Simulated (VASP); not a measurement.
Given:

```xyz
4
Lattice="0.0000 3.0336 3.0336 3.0336 0.0000 3.0336 3.0336 3.0336 0.0000" Properties=species:S:1:pos:R:3 pbc="T T T"
B      0.0000     0.0000     0.0000
Rh     3.0336     3.0336     3.0336
Rh     1.5168     1.5168     1.5168
Rh     4.5504     4.5504     4.5504
```

Method: PBE GGA, VASP's PBE PAW potentials (set 64) (plane waves; VASP). Settings: 400 eV cut-off, 6×6×6 Γ-centred mesh, Gaussian smearing of 0.10 eV, potentials B Rh_pv.

At this cut-off the stress carries a Pulay error, which pulls relaxed volumes low.

### Question
Give the stress tensor in GPa (positive for a compressed cell).

### Answer

```
-19.86    0.00    0.00
  0.00  -19.86    0.00
  0.00    0.00  -19.86
```
The pressure is its mean diagonal, -19.86 GPa.

The structure was generated: BRh3 was put into an ordered model structure, which need not be its known phase. The cell was not relaxed at this level.
